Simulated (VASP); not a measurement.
Cu2S (space group Fm-3m): computed properties

Level of theory: LDA (Ceperley-Alder, Perdew-Zunger), VASP's LDA PAW potentials (set 64) (plane waves; VASP).

| Property | Result |
|---|---|
| space group | Fm-3m (225) |
| cell | a = b = c = 5.4077 Å, α = β = γ = 90.00° |
| volume per atom | 13.18 Å³/atom |
| band gap (over mesh and band path) | none (metal, semimetal or under 0.01 eV) |
| band gap with spin-orbit coupling | 0.03 eV |
| density | 6.68 g/cm³ |

Cu$_{2}$S is modelled in the cubic space group Fm-3m (No. 225), the anti-fluorite structure, Pearson symbol cF12. Cell: a = b = c = 5.408 Å, α = β = γ = 90.00°. Cu on 8c is coordinated by 4 S at 2.342 Å (tetrahedral). S on 4a is coordinated by 8 Cu at 2.342 Å (cubic). (Neighbours: up to the widest gap in distance over summed covalent radii, below 1.35, at either atom; cation-cation and far metal-metal contacts left out.)
(The calculation used a cell of 3 atoms; values per cell refer to that cell.)

The structure comes from a computed database's Cu2S entry (Fm-3m); how it stands against other phases isn't given here. It was relaxed first, which changed the volume by -8 %. Symmetry was kept, so distortions that lower it aren't found.
